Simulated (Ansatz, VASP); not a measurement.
## SrTiO3 (Tausonite) in two plane-wave programs

Wanted: the spread between two codes on one cell, functional and k mesh.

Calculated with Ansatz 0.2.0; plane waves, with VASP 6.6.1 beside it; single point at PBEsol, DFT+U.

### 1. Starting point

Symmetry: Pm-3m, No. 221, cubic system. The conventional cell has a = 3.905 Å, b = 3.905 Å, c = 3.905 Å, α = 90.00°, β = 90.00°, γ = 90.00°. Nearest to Sr lie 12 O at 2.76 Å. Nearest to Ti lie 6 O at 1.95 Å. O has 2 Ti at 1.95 Å and 4 Sr at 2.76 Å nearest. Farther neighbours and most contacts between anions are not listed.

As a file:

```xyz
5
Lattice="3.9053 0.0000 0.0000 0.0000 3.9053 0.0000 0.0000 0.0000 3.9053" Properties=species:S:1:pos:R:3 pbc="T T T"
Sr    1.9526    1.9526    1.9526
Ti    0.0000    0.0000    0.0000
O     0.0000    0.0000    1.9526
O     0.0000    1.9526    0.0000
O     1.9526    0.0000    0.0000
```

### 2. VASP: single point, PBEsol, DFT+U

A single point gives forces, pressure and levels at one fixed geometry, so differences don't come from the geometry; what else differs is listed under the comparison.

Lines of VASP's logs that name or quote its potential files are left out, and so is its time.

File INCAR:

```
SYSTEM = SrTiO3
PREC = Accurate
ENCUT = 520
EDIFF = 1E-05
NELM = 100
ISMEAR = 0
SIGMA = 0.05
LREAL = .FALSE.
ALGO = Normal
GGA = PS
NBANDS = 28
ISPIN = 2
MAGMOM = 0 1 0 0 0
LDAU = .TRUE.
LDAUTYPE = 2
LDAUL = -1 2 -1
LDAUU = 0 4 0
LDAUJ = 0 0 0
LDAUPRINT = 1
LASPH = .TRUE.
LMAXMIX = 4
LORBIT = 11
LWAVE = .FALSE.
LCHARG = .FALSE.
KPAR = 4
```

File POSCAR:

```
SrTiO3
1.0
    3.9052800000      0.0000000000      0.0000000000
    0.0000000000      3.9052800000      0.0000000000
    0.0000000000      0.0000000000      3.9052800000
Sr Ti O
1 1 3
Direct
    0.5000000000      0.5000000000      0.5000000000
    0.0000000000      0.0000000000      0.0000000000
    0.0000000000      0.0000000000      0.5000000000
    0.0000000000      0.5000000000      0.0000000000
    0.5000000000      0.0000000000      0.0000000000
```

File KPOINTS:

```
Automatic mesh
0
Gamma
6 6 6
0 0 0
```

Potentials, in the order of the species: Sr_sv, Ti_sv and O (PBE family, release 64).

Started as:

```
$ mpirun -np 4 vasp_std
```

Numbers of over 12 decimals in the logs are rounded to 6 here.

What it wrote:

```text
[banner, memory and clock lines left out]
running    4 mpi-ranks, on    1 nodes
 distrk:  each k-point on    1 cores,    4 groups
 distr:  one band on    1 cores,    1 groups

 POSCAR found type information on POSCAR SrTiO
 POSCAR found :  3 types and       5 ions
|                                                                             |
|               ----> ADVICE to this user running VASP <----                  |
|                                                                             |
|     You enforced a specific xc type in the INCAR file but a different       |
|     [... a line on the potential file left out ...]
|     I HOPE YOU KNOW WHAT YOU ARE DOING!                                     |
|                                                                             |

 LDA part: xc-table for (Slater+PW92), standard interpolation
 POSCAR, INCAR and KPOINTS ok, starting setup
 FFT: planning ... GRIDC
 FFT: planning ... GRID_SOFT
 FFT: planning ... GRID
 WAVECAR not read
 entering main loop
       N       E                     dE             d eps       ncg     rms          rms(c)
DAV:   1     0.421554080695E+03    0.42155E+03   -0.20533E+04  2240   0.153E+03
DAV:   2    -0.582119387613E+01   -0.42738E+03   -0.40781E+03  2524   0.432E+02
DAV:   3    -0.471416946020E+02   -0.41321E+02   -0.40962E+02  2624   0.134E+02
DAV:   4    -0.495994931671E+02   -0.24578E+01   -0.24520E+01  3816   0.275E+01
DAV:   5    -0.496391783109E+02   -0.39685E-01   -0.39655E-01  2968   0.313E+00    0.277E+01
DAV:   6    -0.390717486970E+02    0.10567E+02   -0.50055E+01  3244   0.647E+01    0.155E+01
DAV:   7    -0.392817822926E+02   -0.21003E+00   -0.55208E+00  2844   0.137E+01    0.106E+01
DAV:   8    -0.393019365826E+02   -0.20154E-01   -0.14954E+00  2748   0.103E+01    0.343E+00
DAV:   9    -0.392602580551E+02    0.41679E-01   -0.19684E-01  2784   0.414E+00    0.993E-01
DAV:  10    -0.392528590428E+02    0.73990E-02   -0.49331E-02  3016   0.162E+00    0.646E-01
DAV:  11    -0.392543565521E+02   -0.14975E-02   -0.88357E-03  3040   0.865E-01    0.195E-01
DAV:  12    -0.392540992652E+02    0.25729E-03   -0.11774E-03  2688   0.272E-01    0.899E-02
DAV:  13    -0.392540826356E+02    0.16630E-04   -0.28935E-04  3104   0.142E-01    0.471E-02
DAV:  14    -0.392540935601E+02   -0.10925E-04   -0.40071E-05  2624   0.468E-02    0.173E-02
DAV:  15    -0.392540939454E+02   -0.38532E-06   -0.30348E-06  1408   0.142E-02
   1 F= -.39254094E+02 E0= -.39254094E+02  d E =-.751856E-11  mag=     0.0000
```

OUTCAR, selected parts (step 2):

```text
ion  position               nearest neighbor table
   1  0.500  0.500  0.500-   3 2.76   4 2.76   5 2.76   4 2.76   5 2.76   3 2.76   5 2.76   5 2.76
                             3 2.76   4 2.76   4 2.76   3 2.76   2 3.38   2 3.38   2 3.38   2 3.38
   2  0.000  0.000  0.000-   3 1.95   4 1.95   5 1.95   3 1.95   4 1.95   5 1.95   1 3.38   1 3.38
                             1 3.38   1 3.38   1 3.38   1 3.38   1 3.38   1 3.38
   3  0.000  0.000  0.500-   2 1.95   2 1.95   1 2.76   1 2.76   1 2.76   1 2.76
   4  0.000  0.500  0.000-   2 1.95   2 1.95   1 2.76   1 2.76   1 2.76   1 2.76
   5  0.500  0.000  0.000-   2 1.95   2 1.95   1 2.76   1 2.76   1 2.76   1 2.76

  LATTYP: Found a simple cubic cell.
 ALAT       =     3.9052800000

 Subroutine GETGRP returns: Found 48 space group operations
 (whereof 48 operations were pure point group operations)

The static configuration has the point symmetry O_h .

 Found     20 irreducible k-points:

   k-points           NKPTS =     20   k-points in BZ     NKDIM =     20   number of bands    NBANDS=     28

   dimension x,y,z NGX =    30 NGY =   30 NGZ =   30
   dimension x,y,z NGXF=    60 NGYF=   60 NGZF=   60

   ENCUT  =  520.0 eV  38.22 Ry    6.18 a.u.   7.26  7.26  7.26*2*pi/ulx,y,z

   NELECT =      40.0000    total number of electrons

 k-points in reciprocal lattice and weights: Automatic mesh
   0.00000000  0.00000000  0.00000000       0.005
   0.16666667  0.00000000  0.00000000       0.028
   0.33333333  0.00000000  0.00000000       0.028
   0.50000000  0.00000000  0.00000000       0.014
   0.16666667  0.16666667  0.00000000       0.056
   0.33333333  0.16666667  0.00000000       0.111
   0.50000000  0.16666667  0.00000000       0.056
   0.33333333  0.33333333  0.00000000       0.056
   0.50000000  0.33333333  0.00000000       0.056
[...]
0.50000000  0.50000000  0.33333333       0.028
   0.50000000  0.50000000  0.50000000       0.005

atom =   2  type =  2  l = 2

 onsite density matrix

spin component  1

  0.1054  0.0000  0.0000 -0.0000 -0.0000
  0.0000  0.1054  0.0000 -0.0000 -0.0000
  0.0000  0.0000  0.2558 -0.0000 -0.0000
 -0.0000 -0.0000 -0.0000  0.1054 -0.0000
 -0.0000 -0.0000 -0.0000 -0.0000  0.2558

spin component  2

 occupancies and eigenvectors

  o =  0.1054  v =  0.0000  0.0000  0.0000  0.0000  0.0000  1.0000  0.0000  0.0000  0.0000  0.0000      0.0000  0.0000  0.0000  0.0000  0.0000  0.0000  0.0000  0.0000  0.0000  0.0000
  o =  0.1054  v =  0.0000  0.0000  0.0000  0.0000  0.0000  0.0000  0.4600 -0.0000 -0.8879 -0.0000      0.0000  0.0000  0.0000  0.0000  0.0000  0.0000  0.0000  0.0000  0.0000  0.0000
  o =  0.1054  v =  0.0000  0.0000  0.0000  0.0000  0.0000  0.0000  0.8879 -0.0000  0.4600  0.0000      0.0000  0.0000  0.0000  0.0000  0.0000  0.0000  0.0000  0.0000  0.0000  0.0000
  o =  0.1054  v =  1.0000  0.0000  0.0000  0.0000  0.0000  0.0000  0.0000  0.0000  0.0000  0.0000      0.0000  0.0000  0.0000  0.0000  0.0000  0.0000  0.0000  0.0000  0.0000  0.0000
  o =  0.1054  v =  0.0000  0.8315 -0.0000 -0.5556  0.0000  0.0000  0.0000  0.0000  0.0000  0.0000      0.0000  0.0000  0.0000  0.0000  0.0000  0.0000  0.0000  0.0000  0.0000  0.0000
  o =  0.1054  v =  0.0000  0.5556  0.0000  0.8315  0.0000  0.0000  0.0000  0.0000  0.0000  0.0000      0.0000  0.0000  0.0000  0.0000  0.0000  0.0000  0.0000  0.0000  0.0000  0.0000
  o =  0.2558  v =  0.0000 -0.0000 -0.0260 -0.0000  0.9997  0.0000  0.0000  0.0000  0.0000  0.0000      0.0000  0.0000  0.0000  0.0000  0.0000  0.0000  0.0000  0.0000  0.0000  0.0000
  o =  0.2558  v =  0.0000 -0.0000  0.9997 -0.0000  0.0260  0.0000  0.0000  0.0000  0.0000  0.0000      0.0000  0.0000  0.0000  0.0000  0.0000  0.0000  0.0000  0.0000  0.0000  0.0000
  o =  0.2558  v =  0.0000  0.0000  0.0000  0.0000  0.0000  0.0000 -0.0000 -0.0360 -0.0000  0.9994      0.0000  0.0000  0.0000  0.0000  0.0000  0.0000  0.0000  0.0000  0.0000  0.0000
  o =  0.2558  v =  0.0000  0.0000  0.0000  0.0000  0.0000  0.0000 -0.0000  0.9994 -0.0000  0.0360      0.0000  0.0000  0.0000  0.0000  0.0000  0.0000  0.0000  0.0000  0.0000  0.0000

 average (electrostatic) potential at core
       1 -34.1865       2 -77.2134       3 -69.3263       4 -69.3263       5 -69.3263

 E-fermi :   4.3695

 spin component 1
 k-point     1 :       0.0000    0.0000    0.0000
  band No.  band energies     occupation
    ...
     16       2.9577      1.00000
     17       2.9577      1.00000
     18       3.7379      1.00000
     19       3.7379      1.00000
     20       3.7379      1.00000
     21       6.4761      0.00000
     22       6.4761      0.00000
     23       6.4761      0.00000
     24       8.5174      0.00000
     25       8.5174      0.00000
    ...

 k-point     2 :       0.1667    0.0000    0.0000
  band No.  band energies     occupation
    ...
     16       2.6463      1.00000
     17       2.7146      1.00000
     18       2.9972      1.00000
     19       3.5942      1.00000
     20       3.5942      1.00000
     21       6.5265      0.00000
     22       7.0264      0.00000
     23       7.0264      0.00000
     24       8.5246      0.00000
     25       9.2250      0.00000
    ...

 k-point     3 :       0.3333    0.0000    0.0000
  band No.  band energies     occupation
    ...
     16       2.1098      1.00000
     17       2.1098      1.00000
     18       2.2937      1.00000
     19       3.4141      1.00000
     20       3.4141      1.00000
     21       6.6322      0.00000
     22       7.9684      0.00000
     23       7.9684      0.00000
     24       8.5323      0.00000
     25      10.2269      0.00000
    ...

 k-point     4 :       0.5000    0.0000    0.0000
  band No.  band energies     occupation
    ...
     16       1.8683      1.00000
     17       1.8683      1.00000
     18       2.1071      1.00000
     19       3.3433      1.00000
     20       3.3433      1.00000
     21       6.6878      0.00000
     22       8.4084      0.00000
     23       8.4085      0.00000
     24       8.5351      0.00000
     25      10.6481      0.00000
    ...

 k-point     5 :       0.1667    0.1667    0.0000
  band No.  band energies     occupation
    ...
     16       2.4118      1.00000
     17       2.7980      1.00000
     18       2.9396      1.00000
     19       3.2990      1.00000
     20       3.3805      1.00000
     21       6.9974      0.00000
     22       7.1212      0.00000
     23       7.3114      0.00000
     24       8.8694      0.00000
     25       9.6569      0.00000
    ...

 k-point     6 :       0.3333    0.1667    0.0000
  band No.  band energies     occupation
    ...
     16       1.9547      1.00000
     17       2.2313      1.00000
     18       2.8877      1.00000
     19       3.1162      1.00000
     20       3.1678      1.00000
     21       7.1277      0.00000
     22       7.9839      0.00000
     23       8.0319      0.00000
     24       8.9806      0.00000
     25      10.6259      0.00000
    ...

  Total        0.9744364      0.9744364      0.9744364     -0.0000000      0.0000000     -0.0000000
  in kB       26.2124463     26.2124463     26.2124463     -0.0000000      0.0000000     -0.0000000
  external PRESSURE =      26.2124463 kB  Pullay stress =       0.0000000 kB

  energy-cutoff  :      520.00
  volume of cell :       59.56
      direct lattice vectors                 reciprocal lattice vectors
     3.905280000  0.000000000  0.000000000     0.256063586  0.000000000  0.000000000
     0.000000000  3.905280000  0.000000000     0.000000000  0.256063586  0.000000000
     0.000000000  0.000000000  3.905280000     0.000000000  0.000000000  0.256063586

 POSITION                                       TOTAL-FORCE (eV/Angst)
 -----------------------------------------------------------------------------------
      1.95264      1.95264      1.95264         0.000000      0.000000      0.000000
      0.00000      0.00000      0.00000         0.000000      0.000000      0.000000
      0.00000      0.00000      1.95264         0.000000      0.000000      0.000000
      0.00000      1.95264      0.00000         0.000000      0.000000      0.000000
      1.95264      0.00000      0.00000         0.000000      0.000000      0.000000
 -----------------------------------------------------------------------------------
    total drift:                                0.000000     -0.000000      0.000000

  FREE ENERGIE OF THE ION-ELECTRON SYSTEM (eV)
  ---------------------------------------------------
  free  energy   TOTEN  =       -39.2540939454 eV

  energy  without entropy=      -39.2540939454  energy(sigma->0) =      -39.25409395

 total charge
# of ion       s       p       d       tot
------------------------------------------
    1        1.998   5.761   0.208   7.967
    2        2.243   6.342   1.626  10.211
    3        1.558   3.491   0.000   5.049
    4        1.558   3.491   0.000   5.049
    5        1.558   3.491   0.000   5.049
--------------------------------------------------
tot          8.915  22.576   1.834  33.325

 magnetization (x)
# of ion       s       p       d       tot
------------------------------------------
    1       -0.000  -0.000  -0.000  -0.000
    2       -0.000  -0.000  -0.000  -0.000
    3       -0.000   0.000   0.000   0.000
    4       -0.000   0.000   0.000   0.000
    5       -0.000   0.000   0.000   0.000
--------------------------------------------------
tot         -0.000   0.000  -0.000  -0.000

[... 6 further parts left out ...]
```

The run ends at a pressure of 2.62 GPa.

(Continued in part 2 of 2.)

[Lines on the potential files, build, host, timing and source positions are cut from VASP's logs without a mark.]

[Logs are printed without paths, hosts, clocks, repeated set-up lines and the standing remarks that a program may print on its own settings, such as how far it seeks lower states.]

[Hosts, paths, dates, database ids (printed as entryN), source tags and the programs' standing remarks are cut or masked in the printed files.]
